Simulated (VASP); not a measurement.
Here is a VASP 6.6.1 calculation.

The input INCAR:

```
SYSTEM = W
PREC     = Accurate       ! precision mode
ENCUT    = 600            ! plane-wave cutoff, eV
EDIFF    = 1E-6           ! SCF threshold, eV
ISMEAR   = -1             ! smearing method
SIGMA    = 0.05           ! smearing width, eV
LREAL    = .False.        ! projectors in reciprocal space
LASPH    = .True.         ! aspherical terms in the spheres
NELM     = 60             ! most SCF steps
ALGO     = Normal         ! electronic algorithm
ISIF     = 3              ! what is computed and relaxed
LWAVE    = .False.        ! write WAVECAR
LCHARG   = .False.        ! write CHGCAR
GGA      = PS             ! functional
IBRION   = 2              ! ionic algorithm
NSW      = 40             ! ionic steps
EDIFFG   = -0.01          ! ionic threshold
```

KPOINTS

```
Automatic mesh
0
Gamma
  24 24 24
  0 0 0
```

The input POSCAR:

```
W
1.0
   -1.5823450000      1.5823450000      1.5823450000
    1.5823450000     -1.5823450000      1.5823450000
    1.5823450000      1.5823450000     -1.5823450000
W
1
Direct
    0.0000000000      0.0000000000      0.0000000000
```

Potentials or basis: VASP PAW PBE potentials, release 64 (W_sv).

Run with:

```sh
$ cat potpaw_PBE.64/W_sv/POTCAR > POTCAR
$ mpirun -np 1 vasp_std > vasp.out
```

Task: What does it give for the space group after relaxing (to 0.05 Å)?

Result: Im-3m (No. 229).

Task: Predict the band gap on the k mesh.

Result: None (metal or under the smearing width).

Task: Estimate the relaxed cell.

Result: a = 2.734 Å, b = 2.734 Å, c = 2.734 Å, α = 109.47°, β = 109.47°, γ = 109.47°.

Task: What does it give for the relaxed volume?

Result: 15.73 Å³/atom.

Step by step:
| step | energy change (eV) | largest force (eV/Å) | pressure (GPa) | volume (Å³) |
| --- | --- | --- | --- | --- |
| 1 | 0.0000 | 0.0000 | -2.50 | 15.85 |
| 2 | 0.0120 | 0.0000 | 9.72 | 15.29 |
| 3 | -0.0010 | 0.0000 | 0.00 | 15.73 |

Caveat: the PAW data sets were made with another functional, which shifts forces and pressure a little. Spin-orbit coupling is left out, which matters for the levels of W.
